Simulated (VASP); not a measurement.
Output of a VASP run:

File OUTCAR:
```
 ion  position               nearest neighbor table
   1  0.000  0.000  0.000-   2 2.67   3 2.67   4 2.67   3 2.67   4 2.67   2 2.67
   2  0.500  0.000  0.000-   1 2.67   1 2.67
   3  0.000  0.000  0.500-   1 2.67   1 2.67
   4  0.000  0.500  0.000-   1 2.67   1 2.67
  LATTYP: Found a simple cubic cell.
 ALAT       =     5.3426550000
 Subroutine PRICEL returns:
 Original cell was already a primitive cell.
 Subroutine GETGRP returns: Found 48 space group operations
The static configuration has the point symmetry O_h .
The dynamic configuration has the point symmetry O_h .
 Subroutine INISYM returns: Found 48 space group operations
 Subroutine IBZKPT returns following result:
 Found     10 irreducible k-points:

 Following reciprocal coordinates:
            Coordinates               Weight
  0.000000  0.000000  0.000000      1.000000
  0.250000  0.000000  0.000000      6.000000
  0.500000  0.000000  0.000000      3.000000
  0.250000  0.250000  0.000000     12.000000
  0.500000  0.250000  0.000000     12.000000
  0.500000  0.500000  0.000000      3.000000
  0.250000  0.250000  0.250000      8.000000
  0.500000  0.250000  0.250000     12.000000
  0.500000  0.500000  0.250000      6.000000
  0.500000  0.500000  0.500000      1.000000
   k-points           NKPTS =     10   k-points in BZ     NKDIM =     10   number of bands    NBANDS=     20
   number of dos      NEDOS =    301   number of ions     NIONS =      4
   total plane-waves  NPLWV = 125000
   dimension x,y,z NGX =    50 NGY =   50 NGZ =   50
   dimension x,y,z NGXF=   100 NGYF=  100 NGZF=  100
   ions per type =               1   3
   PREC   = accura    normal or accurate (medium, high low for compatibility)
   ISTART =      0    job   : 0-new  1-cont  2-samecut
   ICHARG =      2    charge: 1-file 2-atom 10-const
   ISPIN  =      1    spin polarized calculation?
   LNONCOLLINEAR =      F non collinear calculations
   LSORBIT =      F    spin-orbit coupling
   INIWAV =      1    electr: 0-lowe 1-rand  2-diag
   ENCUT  =  800.0 eV  58.80 Ry    7.67 a.u.  12.32 12.32 12.32*2*pi/ulx,y,z
   NELM   =    100;   NELMIN=  2; NELMDL= -5     # of ELM steps
   EDIFF  = 0.1E-05   stopping-criterion for ELM
   LREAL  =      F    real-space projection
   NLSPLINE    = F    spline interpolate recip. space projectors
   LMAXMIX     =    6 max onsite mixed and CHGCAR
   VOSKOWN=      0    Vosko Wilk Nusair interpolation
   EDIFFG = 0.1E-04   stopping-criterion for IOM
   NSW    =      0    number of steps for IOM
   NBLOCK =      1;   KBLOCK =      1    inner block; outer block
   IBRION =     -1    ionic relax: 0-MD 1-quasi-New 2-CG
   NFREE  =      0    steps in history (QN), initial steepest desc. (CG)
   ISIF   =      2    stress and relaxation
   ISYM   =      2    0-nonsym 1-usesym 2-fastsym
   TEIN   =    0.0    initial temperature
   TEBEG  =    0.0;   TEEND  =   0.0 temperature during run
   SMASS  =  -3.00    Nose mass-parameter (am)
   PSTRESS=    0.0 pullay stress
   NELECT =      32.0000    total number of electrons
   EFERMI =   0.00;   METHOD = LEGACY
   ISMEAR =     0;   SIGMA  =   0.05  broadening in eV -4-tet -1-fermi 0-gaus
   IALGO  =     38    algorithm
   LDIAG  =      T    sub-space diagonalisation (order eigenvalues)
   IMIX   =      4    mixing-type and parameters
     AMIX     =   0.40;   BMIX     =  1.00
     AMIX_MAG =   1.60;   BMIX_MAG =  1.00
     AMIN     =   0.10
   GGA     = PE    functional components
   VOSKOWN =     0    Vosko Wilk Nusair interpolation
   LHFCALC =     F    Hartree Fock is set to
   LHFONE  =     F    Hartree Fock one center treatment
   AEXX    =    0.0000 exact exchange contribution
   IVDW    =     0    specifies the selected vdW correction
   LEPSILON=     F    determine dielectric tensor
   LRPA    =     F    only Hartree local field effects (RPA)
  energy-cutoff  :      800.00
  volume of cell :      152.50
      direct lattice vectors                 reciprocal lattice vectors
     5.342655000  0.000000000  0.000000000     0.187172857  0.000000000  0.000000000
...
```

OSZICAR:
```
       N       E                     dE             d eps       ncg     rms          rms(c)
DAV:   1     0.299763564804E+03    0.29976E+03   -0.17446E+04   400   0.191E+03
DAV:   2     0.782420805169E+01   -0.29194E+03   -0.28320E+03   572   0.305E+02
DAV:   3    -0.182461130827E+02   -0.26070E+02   -0.25901E+02   504   0.924E+01
DAV:   4    -0.194791323164E+02   -0.12330E+01   -0.12316E+01   672   0.199E+01
DAV:   5    -0.194990189373E+02   -0.19887E-01   -0.19881E-01   572   0.245E+00    0.689E+00
DAV:   6    -0.189587671919E+02    0.54025E+00   -0.13060E+00   496   0.679E+00    0.399E+00
DAV:   7    -0.189232405667E+02    0.35527E-01   -0.42737E-01   600   0.371E+00    0.150E+00
DAV:   8    -0.189290933486E+02   -0.58528E-02   -0.33634E-02   484   0.135E+00    0.281E-01
DAV:   9    -0.189306340677E+02   -0.15407E-02   -0.44266E-03   496   0.469E-01    0.116E-01
DAV:  10    -0.189313675495E+02   -0.73348E-03   -0.61432E-04   448   0.204E-01    0.255E-02
DAV:  11    -0.189313320290E+02    0.35520E-04   -0.78269E-05   528   0.649E-02    0.166E-02
DAV:  12    -0.189313014720E+02    0.30557E-04   -0.28196E-05   460   0.351E-02    0.504E-03
DAV:  13    -0.189312997547E+02    0.17173E-05   -0.30955E-06   404   0.121E-02    0.220E-03
DAV:  14    -0.189312993330E+02    0.42164E-06   -0.48913E-07   292   0.552E-03
   1 F= -.18931299E+02 E0= -.18931299E+02  d E =-.158962E-17
```

**OUTCAR**
```
------------------------ aborting loop because EDIFF is reached ----------------------------------------
  FORCE on cell =-STRESS in cart. coord.  units (eV):
  Direction    XX          YY          ZZ          XY          YZ          ZX
  --------------------------------------------------------------------------------------
  Total        4.1309955      4.1309955      4.1309955     -0.0000000      0.0000000     -0.0000000
  in kB       43.4004180     43.4004180     43.4004180     -0.0000000      0.0000000     -0.0000000
  external PRESSURE =      43.4004180 kB  Pullay stress =       0.0000000 kB
  volume of cell :      152.50
      direct lattice vectors                 reciprocal lattice vectors
     5.342655000  0.000000000  0.000000000     0.187172857  0.000000000  0.000000000
     0.000000000  5.342655000  0.000000000     0.000000000  0.187172857  0.000000000
     0.000000000  0.000000000  5.342655000     0.000000000  0.000000000  0.187172857
 POSITION                                       TOTAL-FORCE (eV/Angst)
 -----------------------------------------------------------------------------------
      0.00000      0.00000      0.00000         0.000000      0.000000      0.000000
      2.67133      0.00000      0.00000         0.000000      0.000000      0.000000
      0.00000      0.00000      2.67133         0.000000      0.000000      0.000000
      0.00000      2.67133      0.00000         0.000000      0.000000      0.000000
 -----------------------------------------------------------------------------------
    total drift:                                0.000000     -0.000000     -0.000000
  FREE ENERGIE OF THE ION-ELECTRON SYSTEM (eV)
  ---------------------------------------------------
  free  energy   TOTEN  =       -18.9312993330 eV

  energy  without entropy=      -18.9312993330  energy(sigma->0) =      -18.93129933
```
(Selected blocks of OUTCAR.)

**POSCAR**
```
PrCl3
1
    5.3426550000     0.0000000000     0.0000000000
    0.0000000000     5.3426550000     0.0000000000
    0.0000000000     0.0000000000     5.3426550000
Pr Cl
1 3
Direct
  0.0000000000   0.0000000000   0.0000000000
  0.5000000000   0.0000000000   0.0000000000
  0.0000000000   0.0000000000   0.5000000000
  0.0000000000   0.5000000000   0.0000000000
```

Q: Reconstruct the remaining input files.

A: Several could match; the one computed here: the input of the run itself, PBE GGA, plane waves, VASP's PBE PAW potentials (set 64).

**INCAR**
```
SYSTEM = PrCl3
PREC = Accurate
ENCUT = 800
EDIFF = 1E-6
NELM = 100
ALGO = Normal
LREAL = .FALSE.
LASPH = .TRUE.
ISMEAR = 0
SIGMA = 0.05
GGA = PE
LMAXMIX = 6
LWAVE = .FALSE.
LCHARG = .FALSE.
ISIF = 2
```

**KPOINTS**
```
Automatic
0
G
  4 4 4
```

POTCAR, in this order: Pr_3 Cl_h (PBE.64 set). Program: vasp_std.

The 4f electrons are frozen in the core of the lanthanide potential, so 4f levels, which can set the real gap, and their magnetism are missing.

The structure was generated: PrCl3 was put into the ReO3 type (Pm-3m), which need not be its known phase. The cell was not relaxed at this level. The run is one of a series of settings (ENCUT = 800, POTCAR Pr_3 Cl_h (PBE.64 set) against the base run), some of them coarse on purpose.
